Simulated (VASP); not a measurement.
Level of theory: PBE GGA, VASP's PBE PAW potentials (set 64) (plane waves; VASP).

Input for VASP

**POSCAR**
```
BP
1.0
  0.0000000000   2.2731460608   2.2731460608
  2.2731460608   0.0000000000   2.2731460608
  2.2731460608   2.2731460608   0.0000000000
B P
1 1
direct
  0.0000000000   0.0000000000   0.0000000000
  0.2500000000   0.2500000000   0.2500000000
```

KPOINTS:
```
Automatic mesh
0
Gamma
10 10 10
0 0 0
```

### INCAR
```
GGA = PE   # PBE
NELM = 100
ALGO = Normal   # blocked Davidson
ENCUT = 520
SIGMA = 0.05   # width (eV)
LREAL = .FALSE.   # projection in real space or not
SYSTEM = BP
LASPH = .TRUE.   # aspherical one-centre terms
LWAVE = .FALSE.
ISIF = 2
PREC = Accurate
ISMEAR = 0   # Gaussian
LCHARG = .FALSE.
EDIFF = 1E-7
```

POTCAR, in this order: B P (PBE.64 set). Program: vasp_std.

Output of the run:

**OSZICAR**
```
       N       E                     dE             d eps       ncg     rms          rms(c)
DAV:   1     0.881775952734E+01    0.88178E+01   -0.42032E+03   752   0.907E+02
DAV:   2    -0.133542580992E+02   -0.22172E+02   -0.21335E+02  1160   0.110E+02
DAV:   3    -0.136263464147E+02   -0.27209E+00   -0.27209E+00   960   0.153E+01
DAV:   4    -0.136268378740E+02   -0.49146E-03   -0.49146E-03  1160   0.655E-01
DAV:   5    -0.136268381197E+02   -0.24573E-06   -0.24573E-06   968   0.137E-02    0.715E+00
DAV:   6    -0.130275002447E+02    0.59934E+00   -0.16193E+00   808   0.695E+00    0.391E+00
DAV:   7    -0.129384641895E+02    0.89036E-01   -0.25428E-01  1152   0.307E+00    0.129E+00
DAV:   8    -0.129303938797E+02    0.80703E-02   -0.28282E-02   824   0.116E+00    0.215E-01
DAV:   9    -0.129307008344E+02   -0.30695E-03   -0.50580E-04  1080   0.205E-01    0.120E-01
DAV:  10    -0.129308973627E+02   -0.19653E-03   -0.28877E-04   864   0.134E-01    0.262E-02
DAV:  11    -0.129309083865E+02   -0.11024E-04   -0.14006E-05  1072   0.326E-02    0.317E-02
DAV:  12    -0.129309091228E+02   -0.73629E-06   -0.32420E-06   800   0.117E-02    0.605E-03
DAV:  13    -0.129309090870E+02    0.35832E-07   -0.70346E-08   688   0.235E-03
   1 F= -.12930909E+02 E0= -.12930909E+02  d E =-.225028E-14
```

### OUTCAR
```
------------------------ aborting loop because EDIFF is reached ----------------------------------------
  FORCE on cell =-STRESS in cart. coord.  units (eV):
  Direction    XX          YY          ZZ          XY          YZ          ZX
  --------------------------------------------------------------------------------------
  Total        0.0001872      0.0001872      0.0001872      0.0000000      0.0000000     -0.0000000
  in kB        0.0127678      0.0127678      0.0127678      0.0000000      0.0000000     -0.0000000
  external PRESSURE =       0.0127678 kB  Pullay stress =       0.0000000 kB
  volume of cell :       23.49
      direct lattice vectors                 reciprocal lattice vectors
     0.000000000  2.273146061  2.273146061    -0.219959469  0.219959469  0.219959469
     2.273146061  0.000000000  2.273146061     0.219959469 -0.219959469  0.219959469
     2.273146061  2.273146061  0.000000000     0.219959469  0.219959469 -0.219959469
  FREE ENERGIE OF THE ION-ELECTRON SYSTEM (eV)
  ---------------------------------------------------
  free  energy   TOTEN  =       -12.9309090870 eV

  energy  without entropy=      -12.9309090870  energy(sigma->0) =      -12.93090909
```
(Selected blocks of OUTCAR.)

File OUTCAR:
```
 val. band max:        7.3681250831   @ k =   0.0000   0.0000   0.0000

 cond. band min:       8.6148752222   @ k =   0.4000   0.4000   0.0000


 Fermi energy:         7.6148559633

 k-point     1 :       0.0000    0.0000    0.0000
  band No.  band energies     occupation
      1      -8.0435      2.00000
      2       7.3681      2.00000
      3       7.3681      2.00000
      4       7.3681      2.00000
      5      10.7609      0.00000
      6      10.7609      0.00000
      7      10.7609      0.00000
      8      14.6591      0.00000

 k-point     2 :       0.1000    0.0000    0.0000
  band No.  band energies     occupation
      1      -7.8641      2.00000
      2       6.0700      2.00000
      3       7.0747      2.00000
      4       7.0747      2.00000
      5      11.1670      0.00000
      6      11.1670      0.00000
      7      11.1920      0.00000
      8      15.1859      0.00000

 k-point     3 :       0.2000    0.0000    0.0000
  band No.  band energies     occupation
      1      -7.3330      2.00000
      2       3.7365      2.00000
      3       6.5180      2.00000
      4       6.5180      2.00000
      5      11.3799      0.00000
      6      11.8847      0.00000
      7      11.8847      0.00000
      8      16.3748      0.00000

 k-point     4 :       0.3000    0.0000    0.0000
  band No.  band energies     occupation
      1      -6.4803      2.00000
      2       1.3867      2.00000
      3       6.0307      2.00000
      4       6.0307      2.00000
      5      11.2805      0.00000
      6      12.2167      0.00000
      7      12.2167      0.00000
      8      17.3083      0.00000

 k-point     5 :       0.4000    0.0000    0.0000
  band No.  band energies     occupation
      1      -5.4198      2.00000
      2      -0.6236      2.00000
      3       5.7216      2.00000
      4       5.7216      2.00000
      5      11.1626      0.00000
      6      12.1518      0.00000
      7      12.1518      0.00000
...
```

The compound is BP in the zinc blende structure. It was relaxed first.
